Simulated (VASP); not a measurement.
Data:

```
HgTe
1.0
    3.80947     0.00000     0.00000
   -1.90473     3.29909     0.00000
    0.00000     0.00000     7.11826
Hg Te
2 2
Cartesian
  0.00000   0.00000   0.00000
  0.00000   0.00000   3.55913
  0.00000   2.19940   1.77956
  1.90473   1.09970   5.33869
```

All values below come from PBEsol GGA, VASP's PBE PAW potentials (set 64) (plane waves; VASP 6.6.1). Settings: 500 eV cut-off, 9×9×5 Γ-centred mesh, first-order Methfessel-Paxton smearing of 0.10 eV, potentials Hg Te.

Unless said otherwise, spin-orbit coupling is left out, though it shifts the bands of the heavy elements here.

Problem. Estimate the energy per atom (σ→0), pressure, band gap (on the k-mesh) with the smallest direct gap where there is one.

Solution. 
```yaml
band gap (on the k-mesh): none (metal, semimetal or under 0.01 eV)
energy per atom (σ→0): -1.781 eV/atom
pressure: 20.02 GPa
```

Only differences to runs with the same potentials and settings are physical.

The structure was generated: HgTe was put into the NiAs type type (P6_3/mmc), which need not be its known phase. It was relaxed first under an external pressure of 20 GPa.
